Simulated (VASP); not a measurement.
# A slab model of the (1 1 0) face of BiTe, part 2 of 5

Aim: model the (1 1 0) face of BiTe by a slab and find how far its highest filled level lies below the vacuum. The start is a cell from a database of measured crystal structures.

VASP 6.6.1; PBE; plane waves and PAW (Bi, Te).

So far. Step 2 (The bulk reference): Energy at zero smearing: -7.16520 eV.

## (3) Surface relaxation

System of this step: BiTe. The cell holds 10 atoms: 5 Bi and 5 Te. Cell: a = 4.575 Å, b = 6.470 Å, c = 24.150 Å, α = 90.0°, β = 90.0°, γ = 90.0°. It derives from BiTe. The (1 1 0) slab of BiTe, cut from the database cell. Vacuum lies along c.

The free atoms relax, while those held by selective dynamics keep their cut positions.

Contents of INCAR:

```
SYSTEM = BiTe
PREC = Normal
ENCUT = 300
EDIFF = 1E-05
NELM = 120
ISMEAR = 0
SIGMA = 0.05
LREAL = .FALSE.
ALGO = Fast
GGA = PE
LORBIT = 11
LWAVE = .FALSE.
LCHARG = .FALSE.
KPAR = 2
IBRION = 2
NSW = 40
ISIF = 2
EDIFFG = -0.03
POTIM = 0.4
IDIPOL = 3
LDIPOL = .TRUE.
DIPOL = 0.5 0.5 0.5
```

Contents of POSCAR:

```
BiTe
1.0
    4.5749808743      0.0000000000      0.0000000000
    0.0000000000      6.4700000000      0.0000000000
    0.0000000000      0.0000000000     24.1499617486
Bi Te
5 5
Selective dynamics
Direct
    0.5000000000      0.5000000000      0.3105595000  F F F
    0.0000000000      0.0000000000      0.4052797500  F F F
    0.5000000000      0.5000000000      0.5000000000  T T T
    0.0000000000      0.0000000000      0.5947202500  T T T
    0.5000000000      0.5000000000      0.6894405000  T T T
    0.5000000000      0.0000000000      0.3105595000  F F F
    0.0000000000      0.5000000000      0.4052797500  F F F
    0.5000000000      0.0000000000      0.5000000000  T T T
    0.0000000000      0.5000000000      0.5947202500  T T T
    0.5000000000      0.0000000000      0.6894405000  T T T
```

Contents of KPOINTS:

```
Automatic mesh
0
Gamma
6 4 1
0 0 0
```

The projector-augmented-wave data sets are Bi and Te (PBE family, release 64).

Started as:

```console
$ mpirun -np 2 vasp_std
```

The program printed:

```text
[banner, memory and clock lines left out]
running    2 mpi-ranks, on    1 nodes
 distrk:  each k-point on    1 cores,    2 groups
 distr:  one band on    1 cores,    1 groups

 POSCAR found type information on POSCAR BiTe
 POSCAR found :  2 types and      10 ions
 LDA part: xc-table for (Slater+PW92), standard interpolation
 POSCAR, INCAR and KPOINTS ok, starting setup
 FFT: planning ... GRIDC
 FFT: planning ... GRID_SOFT
 FFT: planning ... GRID
 WAVECAR not read
 entering main loop
       N       E                     dE             d eps       ncg     rms          rms(c)
DAV:   1     0.292508518618E+03    0.29251E+03   -0.12924E+04   792   0.778E+02
DAV:   2     0.293526824210E+01   -0.28957E+03   -0.28583E+03  1182   0.163E+02
DAV:   3    -0.323365765372E+02   -0.35272E+02   -0.34949E+02   910   0.629E+01
DAV:   4    -0.349105007655E+02   -0.25739E+01   -0.25203E+01  1271   0.169E+01
DAV:   5    -0.349851458063E+02   -0.74645E-01   -0.74317E-01  1151   0.336E+00    0.132E+01
RMM:   6    -0.346181821246E+02    0.36696E+00   -0.10118E+00   808   0.242E+00    0.765E+00
RMM:   7    -0.346794081751E+02   -0.61226E-01   -0.79807E-01   840   0.216E+00    0.132E+00
RMM:   8    -0.351127532964E+02   -0.43335E+00   -0.72627E-01   875   0.141E+00    0.322E+00
RMM:   9    -0.346378535637E+02    0.47490E+00   -0.22620E-01   856   0.885E-01    0.462E-01
RMM:  10    -0.346412264391E+02   -0.33729E-02   -0.77338E-02   895   0.547E-01    0.362E-01
RMM:  11    -0.346429191161E+02   -0.16927E-02   -0.71375E-03   957   0.248E-01    0.643E-01
RMM:  12    -0.346427352330E+02    0.18388E-03   -0.34300E-03  1080   0.116E-01    0.574E-01
RMM:  13    -0.346404085723E+02    0.23267E-02   -0.17324E-03   880   0.692E-02    0.200E-01
RMM:  14    -0.346401996095E+02    0.20896E-03   -0.19186E-03   903   0.630E-02    0.123E-01
RMM:  15    -0.346402304585E+02   -0.30849E-04   -0.69733E-04   828   0.359E-02    0.844E-02
RMM:  16    -0.346402210804E+02    0.93781E-05   -0.29124E-04   590   0.204E-02    0.198E-02
RMM:  17    -0.346402896682E+02   -0.68588E-04   -0.15473E-04   564   0.158E-02    0.462E-02
RMM:  18    -0.346403277253E+02   -0.38057E-04   -0.12207E-04   535   0.130E-02    0.732E-03
RMM:  19    -0.346403571289E+02   -0.29404E-04   -0.84884E-05   504   0.992E-03    0.920E-03
RMM:  20    -0.346403818400E+02   -0.24711E-04   -0.45340E-05   346   0.647E-03    0.601E-03
RMM:  21    -0.346404033009E+02   -0.21461E-04   -0.37860E-05   275   0.553E-03    0.324E-03
RMM:  22    -0.346404186643E+02   -0.15363E-04   -0.21255E-05   212   0.472E-03    0.213E-03
RMM:  23    -0.346404333476E+02   -0.14683E-04   -0.18169E-05   227   0.459E-03    0.108E-03
RMM:  24    -0.346404395354E+02   -0.61877E-05   -0.11324E-05   167   0.410E-03
   1 F= -.34640440E+02 E0= -.34634728E+02  d E =-.346404E+02
 curvature:   0.00 expect dE= 0.000E+00 dE for cont linesearch  0.000E+00
 trial: gam= 0.00000 g(F)=  0.549E-01 g(S)=  0.000E+00 ort = 0.000E+00 (trialstep = 0.100E+01)
 search vector abs. value=  0.549E-01
 bond charge predicted
       N       E                     dE             d eps       ncg     rms          rms(c)
DAV:   1    -0.346873119344E+02   -0.46879E-01   -0.86464E-01   894   0.337E+00    0.352E-01
RMM:   2    -0.347002761400E+02   -0.12964E-01   -0.50100E-02   819   0.789E-01    0.849E-01
RMM:   3    -0.346906470844E+02    0.96291E-02   -0.77059E-03   870   0.326E-01    0.260E-01
RMM:   4    -0.346916112061E+02   -0.96412E-03   -0.19653E-03   986   0.154E-01    0.345E-01
RMM:   5    -0.346906636874E+02    0.94752E-03   -0.64061E-04   860   0.747E-02    0.985E-02
RMM:   6    -0.346905824251E+02    0.81262E-04   -0.54632E-04   881   0.440E-02    0.586E-02
RMM:   7    -0.346905571624E+02    0.25263E-04   -0.70907E-05   588   0.205E-02    0.206E-02
RMM:   8    -0.346905699267E+02   -0.12764E-04   -0.39688E-05   494   0.135E-02    0.319E-02
RMM:   9    -0.346905640351E+02    0.58916E-05   -0.11920E-05   472   0.951E-03
   2 F= -.34690564E+02 E0= -.34685091E+02  d E =-.501245E-01
[... from here on, the cycles between the ionic steps are left out ...]
   3 F= -.34771273E+02 E0= -.34765786E+02  d E =-.130833E+00
   4 F= -.34772627E+02 E0= -.34767146E+02  d E =-.132187E+00
   5 F= -.34772679E+02 E0= -.34767192E+02  d E =-.132240E+00
   6 F= -.34774088E+02 E0= -.34768639E+02  d E =-.140835E-02
   7 F= -.34776342E+02 E0= -.34770845E+02  d E =-.366241E-02
   8 F= -.34776443E+02 E0= -.34770998E+02  d E =-.376325E-02
   9 F= -.34777623E+02 E0= -.34772251E+02  d E =-.118054E-02
  10 F= -.34780324E+02 E0= -.34775304E+02  d E =-.388105E-02
  11 F= -.34781895E+02 E0= -.34777222E+02  d E =-.545263E-02
  12 F= -.34781994E+02 E0= -.34777346E+02  d E =-.555114E-02
 curvature: -20.24 expect dE=-0.342E-02 dE for cont linesearch -0.147E-08
 trial: gam= 0.34840 g(F)=  0.169E-03 g(S)=  0.000E+00 ort =-0.217E-06 (trialstep = 0.773E+01)
 search vector abs. value=  0.247E-03
 bond charge predicted
       N       E                     dE             d eps       ncg     rms          rms(c)
DAV:   1    -0.347818069488E+02    0.19675E-03   -0.19129E-01   795   0.161E+00    0.186E-01
RMM:   2    -0.347867609890E+02   -0.49540E-02   -0.12973E-02   824   0.402E-01    0.500E-01
RMM:   3    -0.347831679515E+02    0.35930E-02   -0.35682E-03   825   0.175E-01    0.211E-01
RMM:   4    -0.347828484542E+02    0.31950E-03   -0.68374E-04   928   0.800E-02    0.128E-01
RMM:   5    -0.347826449751E+02    0.20348E-03   -0.16676E-04   772   0.386E-02    0.214E-02
RMM:   6    -0.347826493946E+02   -0.44195E-05   -0.39436E-05   543   0.185E-02
  13 F= -.34782649E+02 E0= -.34777962E+02  d E =-.655504E-03
 trial-energy change:   -0.000656  1 .order   -0.000693   -0.001305   -0.000082
 step:   8.2492(harm=  8.2492)  dis= 0.01700  next Energy=   -34.782690 (dE=-0.696E-03)
 reached required accuracy - stopping structural energy minimisation
```

Elapsed: 4.7 min, on 2 MPI ranks of Intel Xeon 6975P-C (Granite Rapids), shared host; peak memory 0.61 GiB.

From OUTCAR (step 3):

```text
  LATTYP: Found a simple orthorhombic cell.
 ALAT       =     4.5749808743
 B/A-ratio  =     1.4142135624
 C/A-ratio  =     5.2787022311

 Subroutine GETGRP returns: Found  8 space group operations
 (whereof  8 operations were pure point group operations)

The static configuration has the point symmetry D_2h.

 Found     12 irreducible k-points:

   k-points           NKPTS =     12   k-points in BZ     NKDIM =     12   number of bands    NBANDS=     33

   dimension x,y,z NGX =    20 NGY =   28 NGZ =  108
   dimension x,y,z NGXF=    40 NGYF=   56 NGZF=  216

   ENCUT  =  300.0 eV  22.05 Ry    4.70 a.u.   6.46  9.14 34.11*2*pi/ulx,y,z

   NELECT =      55.0000    total number of electrons

 dipolmoment           0.000000      0.000000     -0.025911 electrons x Angstroem

 E-fermi :   0.6248

 k-point     1 :       0.0000    0.0000    0.0000
  band No.  band energies     occupation
    ...
     22      -1.3832      2.00000
     23      -1.2401      2.00000
     24      -0.9186      2.00000
     25      -0.8551      2.00000
     26       0.2715      2.00000
     27       0.6868      0.07977
     28       0.8928      0.00000
     29       1.0527      0.00000
     30       1.6170      0.00000
     31       1.8458      0.00000
    ...

 k-point     2 :       0.1667    0.0000    0.0000
  band No.  band energies     occupation
    ...
     22      -1.3127      2.00000
     23      -1.1898      2.00000
     24      -1.0426      2.00000
     25      -0.9704      2.00000
     26       0.5343      1.98957
     27       0.7547      0.00024
     28       0.9578      0.00000
     29       1.1137      0.00000
     30       1.8700      0.00000
     31       2.1618      0.00000
    ...

  Total       -4.8389387      0.5531075     -2.0336151      0.0000000      0.0000000      0.0000000
  in kB      -10.8455279      1.2396814     -4.5579475      0.0000000      0.0000000      0.0000000
  external PRESSURE =      -4.7212647 kB  Pullay stress =       0.0000000 kB

  energy-cutoff  :      300.00
  volume of cell :      714.84
      direct lattice vectors                 reciprocal lattice vectors
     4.574980874  0.000000000  0.000000000     0.218580149  0.000000000  0.000000000
     0.000000000  6.470000000  0.000000000     0.000000000  0.154559505  0.000000000
     0.000000000  0.000000000 24.149961749     0.000000000  0.000000000  0.041407933

 POSITION                                       TOTAL-FORCE (eV/Angst)
 -----------------------------------------------------------------------------------
      2.28749      3.23500      7.50000         0.000000      0.000000      0.303021
      0.00000      0.00000      9.78749         0.000000      0.000000     -0.630473
      2.28749      3.23500     12.13858         0.000000      0.000000     -0.002258
      0.00000      0.00000     14.53320         0.000000      0.000000      0.001202
      2.28749      3.23500     16.72019         0.000000      0.000000      0.001896
      2.28749      0.00000      7.50000         0.000000      0.000000      0.603379
      0.00000      3.23500      9.78749         0.000000      0.000000     -0.280347
      2.28749      0.00000     12.08186         0.000000      0.000000     -0.003781
      0.00000      3.23500     14.55459         0.000000      0.000000     -0.001692
      2.28749      0.00000     16.56516         0.000000      0.000000      0.009052
 -----------------------------------------------------------------------------------
    total drift:                                0.000000     -0.000000      0.002349

  FREE ENERGIE OF THE ION-ELECTRON SYSTEM (eV)
  ---------------------------------------------------
  free  energy   TOTEN  =       -34.7826493946 eV

  energy  without entropy=      -34.7732752979  energy(sigma->0) =      -34.77796235

 reached required accuracy - stopping structural energy minimisation

 vacuum level on the upper side and lower side of the slab         4.672         4.797

 total charge
# of ion       s       p       d       tot
------------------------------------------
    1        1.764   1.662   0.054   3.480
    2        1.791   1.590   0.096   3.477
    3        1.766   1.727   0.070   3.563
    4        1.791   1.640   0.102   3.533
    5        1.762   1.716   0.059   3.537
    6        1.395   1.905   0.017   3.317
    7        1.425   1.823   0.041   3.289
    8        1.400   1.918   0.027   3.344
    9        1.425   1.833   0.042   3.300
   10        1.401   1.916   0.024   3.341
--------------------------------------------------
tot         15.921  17.729   0.532  34.182

[... 7 further parts left out ...]
```

CONTCAR:

```
BiTe
   1.00000000000000
     4.5749808743000004    0.0000000000000000    0.0000000000000000
     0.0000000000000000    6.4699999999999998    0.0000000000000000
     0.0000000000000000    0.0000000000000000   24.1499617485999991
  Bi              Te
     5     5
Selective dynamics
Direct
     0.5000000000000000    0.5000000000000000    0.3105594999999965   F   F   F
     0.0000000000000000    0.0000000000000000    0.4052797499999983   F   F   F
     0.5000000000000000    0.5000000000000000    0.5026334614936198   T   T   T
     0.0000000000000000    0.0000000000000000    0.6017896396164399   T   T   T
     0.5000000000000000    0.5000000000000000    0.6923484856826941   T   T   T
     0.5000000000000000    0.0000000000000000    0.3105594999999965   F   F   F
     0.0000000000000000    0.5000000000000000    0.4052797499999983   F   F   F
     0.5000000000000000    0.0000000000000000    0.5002846729005416   T   T   T
     0.0000000000000000    0.5000000000000000    0.6026752972779961   T   T   T
     0.5000000000000000    0.0000000000000000    0.6859292028910778   T   T   T
```

The run keeps the 4 symmetry operations of its start, so it cannot find a distortion of lower symmetry.

Step by step:

```csv
step,energy less that of the first step (eV),largest force (eV/Å)
1,0.0000,0.8406
2,-0.0501,0.6779
3,-0.1308,0.1725
4,-0.1322,0.1347
5,-0.1322,0.1434
6,-0.1336,0.1094
7,-0.1359,0.0783
8,-0.1360,0.0981
9,-0.1372,0.0831
10,-0.1399,0.0507
11,-0.1415,0.0458
12,-0.1416,0.0406
13,-0.1422,0.0091
```

The atoms that moved most (Å):

```csv
atom,dx,dy,dz,length
Te9,0.000,0.000,0.192,0.192
Bi4,0.000,0.000,0.171,0.171
Te10,0.000,0.000,-0.085,0.085
Bi5,0.000,0.000,0.070,0.070
Bi3,0.000,0.000,0.064,0.064
Te8,0.000,0.000,0.007,0.007
```

The relaxed structure:

```cif
data_structure
_symmetry_space_group_name_H-M 'P 1'
_symmetry_Int_Tables_number 1
_cell_length_a 4.5750
_cell_length_b 6.4700
_cell_length_c 24.1500
_cell_angle_alpha 90.000
_cell_angle_beta 90.000
_cell_angle_gamma 90.000
_cell_volume 714.84
loop_
_atom_site_label
_atom_site_type_symbol
_atom_site_fract_x
_atom_site_fract_y
_atom_site_fract_z
_atom_site_occupancy
Bi1 Bi 0.50000 0.50000 0.31056 1
Bi2 Bi 0.00000 0.00000 0.40528 1
Bi3 Bi 0.50000 0.50000 0.50263 1
Bi4 Bi 0.00000 0.00000 0.60179 1
Bi5 Bi 0.50000 0.50000 0.69235 1
Te6 Te 0.50000 0.00000 0.31056 1
Te7 Te 0.00000 0.50000 0.40528 1
Te8 Te 0.50000 0.00000 0.50028 1
Te9 Te 0.00000 0.50000 0.60268 1
Te10 Te 0.50000 0.00000 0.68593 1
```

This step gave:

```yaml
electronic_cycles: 102
electrons: 55
free_energy_toten: -34.78 eV
energy_at_zero_smearing: -34.78 eV
fermi_energy: 0.6248 eV
dipole_moment: 0, 0, -0.02591 e·Å
```

The run ended after 13 ionic steps, 0.142 eV below its first step, once the forces on the free atoms met EDIFFG = -0.03.

Only the dipole across the slab is computed (IDIPOL = 3); zeros along the plane are no results.

VASP counts the dipole in electrons times Å, so a positive number points the physical dipole along −c.

(Part 2 of 5 ends here.)

[Lines on the potential files, build, host, timing and source positions are cut from VASP's logs without a mark.]

[Logs are printed without paths, hosts, clocks, repeated set-up lines and the standing remarks that a program may print on its own settings, such as how far it seeks lower states.]

[Hosts, paths, dates, database ids (printed as entryN), source tags and the programs' standing remarks are cut or masked in the printed files.]

[In band tables of VASP the shares of atoms and orbitals are scaled to a sum of 1 inside the atoms' spheres.]

[Runs that stopped without an error message from VASP are left out.]
